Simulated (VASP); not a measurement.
The input files of a VASP run:

**POSCAR**
```
NiO
1.0
  4.1176733786   2.0566918643   2.0566918643
  2.0566918643   4.1176733786   2.0566918643
  2.0566918643   2.0566918643   4.1176733786
Ni O
2 2
Cart
  0.0000000000   0.0000000000   0.0000000000
  4.1155285536   4.1155285536   4.1155285536
  2.0577642768   2.0577642768   2.0577642768
  6.1732928304   6.1732928304   6.1732928304
```

**INCAR**
```
AGGAC=0.0
ALGO=Normal
EDIFF=1E-6
EDIFFG=-0.02
ENCUT=520
GGA=CX
IBRION=2
ISIF=3
ISMEAR=0
ISPIN=2
LASPH=.TRUE.
LCHARG=.FALSE.
LMAXMIX=4
LORBIT=10
LREAL=.FALSE.
LUSE_VDW=.TRUE.
LWAVE=.FALSE.
MAGMOM=2.0 -2.0 0.0 0.0
NELM=100
NSW=60
PREC=Accurate
SIGMA=0.05
SYSTEM=NiO
```

### KPOINTS
```
Automatic mesh
0
Gamma
8 8 8
0 0 0
```

POTCAR, in this order: Ni O (PBE.64 set). Program: vasp_std.

### Question
Write an equivalent input for Quantum ESPRESSO's pw.x.

### Answer
One equivalent input (not run):
```
&CONTROL
  calculation = 'vc-relax'
  pseudo_dir = './pseudo'
  outdir = './out'
  tprnfor = .true.
  tstress = .true.
  nstep = 60
  forc_conv_thr = 0.00078
/
&SYSTEM
  ibrav = 0
  nat = 4
  ntyp = 3
  ecutwfc = 98
  occupations = 'smearing'
  smearing = 'gaussian'
  degauss = 0.003675
  input_dft = 'vdw-df-cx'
  nspin = 2
  starting_magnetization(1) = 0.2
  starting_magnetization(2) = -0.2
/
&ELECTRONS
  conv_thr = 7.3e-08
  electron_maxstep = 100
/
&IONS
/
&CELL
/
ATOMIC_SPECIES
  Ni1 58.693 Ni.upf
  Ni2 58.693 Ni.upf
  O 15.999 O.upf
CELL_PARAMETERS angstrom
     4.1176734    2.0566919    2.0566919
     2.0566919    4.1176734    2.0566919
     2.0566919    2.0566919    4.1176734
ATOMIC_POSITIONS crystal
  Ni1  0.0000000  0.0000000  0.0000000
  Ni2  0.5000000  0.5000000  0.5000000
  O    0.2500000  0.2500000  0.2500000
  O    0.7500000  0.7500000  0.7500000
K_POINTS automatic
  8 8 8 0 0 0
```
The two are equivalent in intent, not identical: the potentials are each code's own (VASP's PAW set, PseudoDojo norm-conserving files in pw.x), so ENCUT and ecutwfc are chosen apart and not converted; conv_thr bounds pw.x's estimated SCF error, while EDIFF bounds the energy change between steps; starting_magnetization is a fraction of the valence charge and MAGMOM a moment in μB, so they match only roughly; forc_conv_thr acts on force components and is met together with etot_conv_thr.

The compound is NiO in the rock salt, AFM-II order structure. This run relaxes it. Symmetry was kept, so distortions that lower it aren't found. The start is the result of an earlier pass.
